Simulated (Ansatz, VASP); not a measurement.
# ScAl3 in two plane-wave programs, part 2 of 2

Wanted: the spread between two codes on one cell, functional and k mesh. The cell is taken from a series of runs on this material, whose earlier steps may have relaxed, scaled, displaced or heated it; both programs get it as it stands.

VASP 6.6.1 and Ansatz 0.2.0.

So far: The structure; VASP: zone-centre phonons, PBEsol.

## Step 3: Ansatz: zone-centre phonons, PBEsol

Level of this step: Ansatz beside VASP: Kohn-Sham DFT, plane waves, PBEsol (Ansatz).

Ansatz runs on its PAW soft_1 files.

The same cell, functional, mesh and smearing now go to Ansatz, which takes its cutoff from its data sets.

File input.yaml:

```yaml
crystal:
  lattice:
    - [4.02984831, 0.0, 0.0]
    - [0.0, 4.02984831, 0.0]
    - [0.0, 0.0, 4.02984831]
  atoms:
    - { symbol: Sc, position: [0.0, 0.0, 0.0] }
    - { symbol: Al, position: [0.5, 0.0, 0.5] }
    - { symbol: Al, position: [0.0, 0.5, 0.5] }
    - { symbol: Al, position: [0.5, 0.5, 0.0] }
kpoints:
  mp_grid: { grid: [10, 10, 10] }
hamiltonian:
  xc: pbesol
  pseudopotentials: { kind: paw, azcp: { folder: soft_1 }, xc_functional: pbe }
scf:
  occupations: { method: methfessel_paxton, width: 0.2 }
  lower_state_search: "off"
output:
  eigenvalues: true
phonons:
  method: dfpt
  qmesh: [2, 2, 2]
  temperatures: { t_max: 1000, t_step: 50 }
  qpath:
    path:
      - [[0.0, 0.0, 0.0], [0.0, 0.5, 0.0], [0.5, 0.5, 0.0], [0.0, 0.0, 0.0], [0.5, 0.5, 0.5], [0.0, 0.5, 0.0]]
      - [[0.5, 0.5, 0.5], [0.5, 0.5, 0.0]]
    npoints: 10
```

Run with:

```bash
> ansatz run input.yaml --threads 8 --pin off --max-ram 16384MiB --backend cpu --events-out ev --progress --plain --runs-dir out
```

Numbers of over 12 decimals in the logs are rounded to 6 here.

The log of the run:

```text
Engine: ansatz 0.2.0, aarch64-unknown-linux-gnu
Pseudopotentials: kind: paw
Pseudopotential: Sc, paw, valence charge 11, recommended cutoff 420 eV (normal), soft_1/Sc.paw.azcp
Pseudopotential: Al, paw, valence charge 3, recommended cutoff 420 eV (normal), soft_1/Al.paw.azcp
Functional definition: PBEsol
  exchange = pbesol_x
  correlation = pbesol_c
Crystal: 4 atoms, lattice volume = 65.443 Å³
Basis set: ecut = 420 eV, 1309 PW (Γ), exchange–correlation on 54×54×54 points (8 copies of the dense FFT grid, shifted against one another)
Bands: 14, of which v1, the nominal top of the filled ones, is band 10 counted from 1 (9 counted from 0)
Symmetry: 48 space group operations
k-points: 56 of 1000
Non-local potential: Sc, projectors of the file, l = 0: 3, l = 1: 2, l = 2: 3, l = 3: 1
Non-local potential: Al, projectors of the file, l = 0: 2, l = 1: 2, l = 2: 1
PAW form: soft (Blöchl's): semilocal exchange-correlation on the pseudo side does not see the compensation charge
PAW frozen core: Sc, regenerated for the run's functional, and the local potential with it (the file was generated under x = pbe(κ = 0.804, μ = 0.219515), c = pbe(β = 0.066725))
PAW frozen core: Al, regenerated for the run's functional, and the local potential with it (the file was generated under x = pbe(κ = 0.804, μ = 0.219515), c = pbe(β = 0.066725))
PAW one-centre angular grid: Sc, 590 points (default); XC on 64 Gauss nodes
PAW one-centre angular grid: Al, 110 points (default); XC on 64 Gauss nodes
Initial density: superposition of atomic densities (chi_scale 0.1, normalization cell, long waves kept (reshape's long-wave potential 0.00 eV rms))
Initial wavefunctions: pseudopotential atomic-orbital guess
Functional: x = pbesol(κ = 0.804, μ = 0.123457), c = pbesol(β = 0.046)
SCF iter   1: F=—  HF=-3687.269353 eV  |F-HF|=—  |Δ(HF+E_count)|=         —  Δρ=2.72e-2  dr2=9.63e-1  ethr=3.10e-3  ⟨swp⟩=5.3  Hψ=4109  notcnv=0
preconditioner: auto → Kerker (q_TF=auto, 2.239 Å⁻¹)  [metal: Δε(μ)=0.033 eV  Ē_g=5.578 eV  σ=0.200 eV  W_gap=0.14  n_scr=18 (ndim 8)  ℏωp=15.9 eV  f_vac=0.000  D(μ)=0.96/eV (n_scr^D=6)]
SCF iter   2: F=—  HF=-3687.040057 eV  |F-HF|=—  |Δ(HF+E_count)|=   2.29e-1  S|Δr|=    0.00e0  Δρ=1.74e-2  dr2=3.08e-1  ethr=3.10e-3  ⟨swp⟩=2.0  Hψ=1388  notcnv=0  defer=1
SCF iter   3: F=—  HF=-3686.898850 eV  |F-HF|=—  |Δ(HF+E_count)|=   1.41e-1  S|Δr|=    0.00e0  Δρ=5.49e-3  dr2=3.30e-2  ethr=1.54e-3  ⟨swp⟩=3.0  Hψ=1470  notcnv=0  defer=1
SCF iter   4: F=—  HF=-3686.888742 eV  |F-HF|=—  |Δ(HF+E_count)|=   1.01e-2  S|Δr|=    0.00e0  Δρ=9.59e-4  dr2=3.87e-4  ethr=1.65e-4  ⟨swp⟩=2.0  Hψ=1070  notcnv=0  defer=1
SCF iter   5: F=—  HF=-3686.888596 eV  |F-HF|=—  |Δ(HF+E_count)|=   1.45e-4  S|Δr|=    0.00e0  Δρ=1.21e-4  dr2=1.22e-5  ethr=1.94e-6  ⟨swp⟩=2.6  Hψ=1140  notcnv=0  defer=1
SCF iter   6: F=—  HF=-3686.888595 eV  |F-HF|=—  |Δ(HF+E_count)|=   1.00e-6  S|Δr|=    0.00e0  Δρ=1.35e-5  dr2=8.60e-8  ethr=6.11e-8  ⟨swp⟩=2.2  Hψ=986  notcnv=0  defer=1
SCF iter   7: F=—  HF=-3686.888596 eV  |F-HF|=—  |Δ(HF+E_count)|=   6.84e-8  S|Δr|=    0.00e0  Δρ=1.93e-6  dr2=1.76e-9  ethr=4.30e-10  ⟨swp⟩=2.3  Hψ=1089  notcnv=0  defer=1
SCF iter   8: F=—  HF=-3686.888596 eV  |F-HF|=—  |Δ(HF+E_count)|=  3.64e-12  S|Δr|=    0.00e0  Δρ=2.38e-7  dr2=4.31e-11  ethr=8.80e-12  ⟨swp⟩=2.6  Hψ=1243  notcnv=0  defer=1
SCF iter   9: F=-3686.888596 eV  HF=-3686.888596 eV  |F-HF|=0.00e0  |Δ(HF+E_count)|=  7.28e-12  S|Δr|=    0.00e0  Δρ=3.16e-8  dr2=6.81e-13  ethr=1.00e-12  ⟨swp⟩=4.3  Hψ=2798  notcnv=0
SCF 1 converged in 9 iterations: F = -3686.888596 eV  dr2 = 6.81e-13
  greatest PAW one-centre occupation: 0.998 electrons in one spin orbital (limit 2), on the Sc atom at site 0 (counted from 0), in its partial waves of l = 0
Initial density: read from a saved state, or passed on in memory by an earlier SCF of this step, an earlier step, the calling program or the single point that the run made first
iter 1 solved again at ethr=1.13e-7 eV; its pass at ethr=3.10e-3 eV (dr2=2.27e-5 eV) is discarded
SCF iter   1: F=—  HF=-3686.888596 eV  |F-HF|=—  |Δ(HF+E_count)|=         —  Δρ=1.33e-7  dr2=1.35e-11  ethr=1.13e-7  ⟨swp⟩=2.8  Hψ=6329  notcnv=0
eigensolver tolerance schedule: the retry pair's looser diagonalisation over-reported the residual by 1681533.92 of it (diagonalisation noise at an unbounded share of the residual, at the tolerance the schedule requests for it); recorded, not acted on — ethr = c·dr2/N_el stays at c = 1.0e-1
preconditioner: auto → Kerker (q_TF=auto, 2.239 Å⁻¹)  [metal: Δε(μ)=0.046 eV  Ē_g=5.733 eV  σ=0.200 eV  W_gap=0.19  n_scr=18 (ndim 8)  ℏωp=15.9 eV  f_vac=0.000  D(μ)=1.14/eV (n_scr^D=6)]
SCF iter   2: F=—  HF=-3686.888596 eV  |F-HF|=—  |Δ(HF+E_count)|=   2.51e-7  S|Δr|=    0.00e0  Δρ=7.50e-8  dr2=4.97e-12  ethr=1.00e-12  ⟨swp⟩=1.7  Hψ=2733  notcnv=0
SCF iter   3: F=-3686.888596 eV  HF=-3686.888596 eV  |F-HF|=0.00e0  |Δ(HF+E_count)|=  2.73e-12  S|Δr|=    0.00e0  Δρ=3.73e-8  dr2=1.07e-12  ethr=1.00e-12  ⟨swp⟩=1.0  Hψ=1792  notcnv=0
SCF 2 converged in 3 iterations: F = -3686.888596 eV  dr2 = 1.07e-12
phonons: the bands overlap, so this run is a metal and interpolates without the dipole-dipole term. If the crystal is really an insulator or semiconductor, its LO-TO splitting is missing
NSCF: frozen V_eff on 56 k-points
NSCF: frozen V_eff on 216 k-points
DFPT response loops at q = (0, 0, 0) (fractional): preconditioner auto → Kerker (q_TF=auto, 2.239 Å⁻¹) (partly filled bands, converged f_vac=0.000); β = 1.00, the filter's whole step (`scf.mixing.beta` (0.50) is not read by the response loops under this deck's `scf.mixing.preconditioner`; to damp them name `kerker` or `kerker_dos`, under which they read `scf.mixing.beta`, and type it under 1.00, their step now; both keys bind the ground state too); Broyden in place of MSR1
NSCF: frozen V_eff on 432 k-points
DFPT response loops at q = (0, 0, -0.5) (fractional): mixed as the last ones told, above
NSCF: frozen V_eff on 432 k-points
DFPT response loops at q = (0, -0.5, -0.5) (fractional): mixed as the last ones told, above
NSCF: frozen V_eff on 432 k-points
DFPT response loops at q = (-0.5, -0.5, -0.5) (fractional): mixed as the last ones told, above
SCF converged after 9 iterations
Stability not checked: this state was not tested for a lower state beside it, because cold or Methfessel-Paxton smearing, or corrected tetrahedra, fill the levels in a way that the test cannot read (fill_not_monotonic; see scf.lower_state_search)
Free energy (F): -3686.888596 eV
Harris-Foulkes:  -3686.888596 eV  (|F-HF|=0.00e0)
Internal energy: -3686.891245 eV  (E = F + TS)
E sigma→0 (E₀):  -3686.889258 eV
Entropy (-TS):   0.002649 eV (0.662 meV/atom)
Fermi energy:    9.607970 eV
--- Per-component energies (eV) ---
  E_band       = -116.745832
  E_kinetic    = 282.041066
  E_local      = -993.331204  (includes V_loc(G=0)·N_el)
  E_nonlocal   = 174.431468
  E_hartree    = 400.341798
  E_xc         = -200.057096
  E_vxc        = -196.737486  (∫ρ·V_xc dr)
  E_paw        = -2337.996454  (= ΣΔE_a)
  E_vpaw       = -183.833282  (= ΣTr[D̂ρ^β])
  E_aug_tail   = 0.000028  (compensation charges beyond the density's cutoff)
  E_ewald      = -1012.507293
  E_core_change = 0.186442  (= ΣΔE_core)
  E_smearing   = 0.002649  (= −TS)
  E_closure    = 0.000000  (closes the sum)
  Σ components = -3686.888596   (vs F -3686.888596, Δ=0.00e0)
--- Band table (eV; the first three rows and the last of 56) ---
  k-point 0: bands = [... 6 lower, 6.9152, 7.7710, 7.7710, 7.7710, 10.8047, 10.9126, 10.9126, 10.9126]
  k-point 1: bands = [... 6 lower, 6.9874, 7.7783, 7.7783, 8.2767, 10.8605, 10.8605, 10.9439, 11.2089]
  k-point 2: bands = [... 6 lower, 7.1966, 7.7946, 7.7946, 8.9039, 10.7540, 10.7540, 11.0290, 12.0462]
  k-point 55: bands = [... 6 lower, 4.7324, 4.9651, 6.6085, 6.6085, 6.6085, 10.6156, 12.3117, 12.3117]
--- Phonons (Γ-DFPT): 3 representative perturbations + reference (Σ response iterations 9) ---
  ASR residual: 8.646e-6 → 0.000e0 eV/Å²; symmetrization residual: 2.646e-6 eV/Å²
  ASR residual per site (eV/Å²): 8.55e-6 8.65e-6 8.65e-6 8.65e-6
  Γ frequencies (cm⁻¹): 0.00 0.00 0.00 256.30 256.30 256.30 272.06 272.06 272.06 353.63 353.63 353.63
--- Phonons (arbitrary-q DFPT): 4 irreducible q on the 2×2×2 mesh ---
  q = [0.0000, 0.0000, 0.0000] (star 1, of the zone-centre solve; hermiticity 4.93e-7, symmetrization 8.95e-13): -0.00 -0.00 0.00 256.30 256.30 256.30 272.06 272.06 272.06 353.63 353.63 353.63
  q = [0.0000, 0.0000, -0.5000] (star 3, 7 solved perturbations in 1332 linear systems a pass and spin channel, the states on 216 of 1000 k-point pairs; hermiticity 4.25e-7, symmetrization 1.10e-12): 187.66 187.66 198.22 198.22 246.91 253.15 284.22 290.35 303.83 303.83 329.39 329.39
  q = [0.0000, -0.5000, -0.5000] (star 3, 7 solved perturbations in 1332 linear systems a pass and spin channel, the states on 216 of 1000 k-point pairs; hermiticity 6.81e-7, symmetrization 5.29e-13): 179.24 196.57 196.57 232.78 243.28 259.58 265.70 265.70 284.29 325.62 327.48 327.48
  q = [-0.5000, -0.5000, -0.5000] (star 1, 3 solved perturbations in 468 linear systems a pass and spin channel, the states on 216 of 1000 k-point pairs; hermiticity 4.45e-7, symmetrization 9.81e-13): 161.54 161.54 191.98 191.98 191.98 243.67 243.67 243.67 308.87 363.75 363.75 363.75
  sum rule: each row above includes the acoustic sum rule's correction from the zone centre's row sums; it moved no ω² by more than (0.30 cm⁻¹)²
  mesh force constants: q→R imaginary residual 1.15e-17; ASR residual 8.646e-6 → 0.000e0 eV/Å²; symmetrization residual 1.243e-14 eV/Å²
  interpolated dispersion: 62 rows × 12 modes
  density of states and harmonic sums: on the 16×16×16 q-mesh, interpolated from the force constants of a 2×2×2 supercell (no non-analytic term)
  largest difference from the sums on the solved wave vectors: F 7.04e-2 eV, S 1.03e-4 and C_V 3.23e-5 eV/K
  zero-point energy: 0.190064 eV/cell   skipped modes (ω ≤ 0): 3   left out of the sums: 6.10e-5 of the cell's modes: C_V's classical limit lies that fraction below 3 k_B per atom; for a crystal, a wire or a layer, F and S can be off by more, and a phonons.interpolated_qmesh denser along its periods is the remedy for the sampling
```

In the SCF lines HF is the Harris–Foulkes energy and dr2 the Hartree energy of the density residual, in eV; the loop may stop once dr2 is under the threshold and the program's other checks hold. Hψ counts applications of the Hamiltonian.

## Step 4: Comparison

Known differences besides the potentials themselves: VASP's run holds the zone centre alone; the cutoff is 420 eV in Ansatz and 500 eV in VASP; Ansatz makes its cores anew for this functional, VASP keeps those of its PBE data sets. Total energies have different zeros and are not compared.

The two programs side by side:

```
                  quantity  Ansatz   VASP  difference
optical mode 1 to 3 (cm⁻¹)   256.3  256.8     -0.19 %
optical mode 4 to 6 (cm⁻¹)   272.1  272.8     -0.28 %
optical mode 7 to 9 (cm⁻¹)   353.6  354.7     -0.30 %
```

Modes are paired by rising frequency, not by their patterns, so a pair may set unlike modes beside each other; they are those without the splitting of longitudinal modes.

## Step 5: Summary of results

```json
{"r.m.s. difference of the optical zone-centre modes, each program's sorted by frequency (zone-centre phonons, PBEsol)": "0.81 cm⁻¹"}
```

**Reading.** The r.m.s. difference of the optical zone-centre modes, each program's sorted by frequency is 0.81 cm⁻¹ (zone-centre phonons, PBEsol). How closely two codes agree says nothing of how well the functional describes the real material.

[Lines on the potential files, build, host, timing and source positions are cut from VASP's logs without a mark.]

[Logs are printed without paths, hosts, clocks, repeated set-up lines and the standing remarks that a program may print on its own settings, such as how far it seeks lower states.]

[Hosts, paths, dates, database ids (printed as entryN), source tags and the programs' standing remarks are cut or masked in the printed files.]
